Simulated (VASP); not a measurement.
Ga15CoN16 (a cell with a defect): relaxation of the atoms with PBEsol+U

The system is Ga15CoN16 (a cell with a defect).

```
Co Ga N
1.0
     6.38000    0.00000    0.00000
    -3.19000    5.52524    0.00000
     0.00000    0.00000   10.37800
Co Ga N
1 15 16
Direct
  0.33333 0.16667 0.00000
  0.33333 0.16667 0.50000
  0.33333 0.66667 0.00000
  0.33333 0.66667 0.50000
  0.83333 0.16667 0.00000
  0.83333 0.16667 0.50000
  0.83333 0.66667 0.00000
  0.83333 0.66667 0.50000
  0.16667 0.33333 0.25000
  0.16667 0.33333 0.75000
  0.16667 0.83333 0.25000
  0.16667 0.83333 0.75000
  0.66667 0.33333 0.25000
  0.66667 0.33333 0.75000
  0.66667 0.83333 0.25000
  0.66667 0.83333 0.75000
  0.33333 0.16667 0.18750
  0.33333 0.16667 0.68750
  0.33333 0.66667 0.18750
  0.33333 0.66667 0.68750
  0.83333 0.16667 0.18750
  0.83333 0.16667 0.68750
  0.83333 0.66667 0.18750
  0.83333 0.66667 0.68750
  0.16667 0.33333 0.43750
  0.16667 0.33333 0.93750
  0.16667 0.83333 0.43750
  0.16667 0.83333 0.93750
  0.66667 0.33333 0.43750
  0.66667 0.33333 0.93750
  0.66667 0.83333 0.43750
  0.66667 0.83333 0.93750
```

```yaml
Program: VASP 6.6.1
Task: relaxation of the atoms
Functional: PBEsol
Potentials_or_basis: VASP PAW PBE potentials, release 64 (Co, Ga_d, N)
Cutoff: 450 eV
k_mesh: 3 × 3 × 2
Occupations: gaussian, width 0.03 eV
Spin: collinear spin, ferromagnetic start
Hubbard_terms: Co d U = 4 eV
Dq: 0
Further_INCAR_settings: LREAL = Auto; ALGO = Normal; EDIFF = 1e-05; IBRION = 2; EDIFFG = -0.03; NSW = 40
```

- Energy gained by relaxing: 0.6 meV/atom
- Ionic steps: 5
- Largest force after relaxing: 0.029 eV/Å
- Band gap on the k mesh: none (metal or under the smearing width)
- Net moment: 2.00 μB per cell
- Site moments: Co +2.26; Ga +0.00; N +0.01, -0.01, -0.00, -0.09, -0.02 μB
- Valence electrons inside the program's atomic spheres: Co 8.19; Ga 11.87; N 3.71, 3.68, 3.72

Forces on the atoms (eV/Å):
```
Co   0.000  0.000  0.005
Ga   0.000  0.000 -0.025
Ga   0.000  0.000  0.029
Ga   0.000  0.000 -0.013
Ga   0.000  0.000  0.029
Ga   0.000  0.000 -0.013
Ga   0.000  0.000  0.029
Ga   0.000  0.000 -0.013
Ga  -0.015  0.009  0.013
Ga  -0.003  0.002 -0.003
Ga   0.000 -0.017  0.013
Ga   0.000 -0.004 -0.003
Ga   0.015  0.009  0.013
Ga   0.003  0.002 -0.003
Ga   0.000  0.000  0.010
Ga   0.000  0.000  0.007
N    0.000  0.000  0.021
N    0.000  0.000 -0.025
N    0.001  0.001  0.014
N    0.002  0.001 -0.019
N    0.000 -0.001  0.014
N    0.000 -0.002 -0.019
N   -0.001  0.001  0.014
N   -0.002  0.001 -0.019
N   -0.001  0.001  0.005
N   -0.009  0.005 -0.019
N    0.000 -0.002  0.005
N    0.000 -0.010 -0.019
N    0.001  0.001  0.005
N    0.009  0.005 -0.019
N    0.000  0.000  0.011
N    0.000  0.000 -0.022
```

Step by step:
```tsv
step	energy change (eV)	largest force (eV/Å)	pressure (GPa)
1	0.0000	0.3436	-2.31
2	-0.0188	0.1004	-2.31
3	-0.0195	0.1129	-2.29
4	-0.0207	0.0333	-2.29
5	-0.0208	0.0287	-2.28
```

Final structure:
```
Co Ga N
1.0
     6.38000    0.00000    0.00000
    -3.19000    5.52524    0.00000
     0.00000    0.00000   10.37800
Co Ga N
1 15 16
Direct
  0.33333 0.16667 0.99983
  0.33333 0.16667 0.49905
  0.33425 0.66713 0.00022
  0.33324 0.66662 0.49935
  0.83287 0.16575 0.00022
  0.83338 0.16676 0.49935
  0.83287 0.66713 0.00022
  0.83338 0.66662 0.49935
  0.16748 0.33252 0.24910
  0.16672 0.33328 0.74949
  0.16748 0.83495 0.24910
  0.16672 0.83343 0.74949
  0.66505 0.33252 0.24910
  0.66657 0.33328 0.74949
  0.66667 0.83333 0.24952
  0.66667 0.83333 0.74932
  0.33333 0.16667 0.18935
  0.33333 0.16667 0.68785
  0.33331 0.66665 0.18803
  0.33359 0.66680 0.68796
  0.83335 0.16669 0.18803
  0.83320 0.16641 0.68796
  0.83335 0.66665 0.18803
  0.83320 0.66680 0.68796
  0.16648 0.33352 0.43822
  0.16613 0.33387 0.93733
  0.16648 0.83296 0.43822
  0.16613 0.83225 0.93733
  0.66704 0.33352 0.43822
  0.66775 0.33387 0.93733
  0.66667 0.83333 0.43794
  0.66667 0.83333 0.93799
```

Levels at points of the mesh, in eV from the Fermi level:
Spin up:
```csv
k point,band 139,band 140,band 141,band 142,band 143,band 144,band 145,band 146,band 147,band 148
"(0.00, 0.00, 0.00)",-0.61,-0.32,-0.32,0.17,0.50,0.50,1.83,4.05,4.08,4.12
"(0.00, 0.00, 0.50)",-0.68,-0.55,-0.26,-0.26,0.49,0.49,2.97,3.05,4.10,4.10
```
Spin down:
```tsv
k point	band 137	band 138	band 139	band 140	band 141	band 142	band 143	band 144	band 145	band 146
(0.00, 0.00, 0.00)	-0.45	-0.45	-0.36	-0.24	-0.24	1.83	2.75	2.84	2.84	4.05
(0.00, 0.00, 0.50)	-0.62	-0.54	-0.54	-0.22	-0.22	2.41	2.82	2.82	3.02	3.18
```

Eigenvalues of the final occupation matrices:
```
    site  spin  trace               eigenvalues
site 1 d     1   4.72  0.91 0.91 0.97 0.97 0.98
site 1 d     2   2.52  0.20 0.20 0.20 0.96 0.96
```

It took 18 min on 4 MPI ranks on AMD EPYC 9R45 (Zen 5) (shared host), peak memory 0.85 GiB a rank.

Caveat: the k mesh is coarse (spacing up to 0.38 Å⁻¹), so the values aren't converged; the cutoff is under 1.25 times the usual one of these potentials, so pressure, stress and relaxed cells hold a basis-set (Pulay) error; the PAW data sets were made with another functional, which shifts forces and pressure a little. The state reached can hang on the start; a lower one may exist.
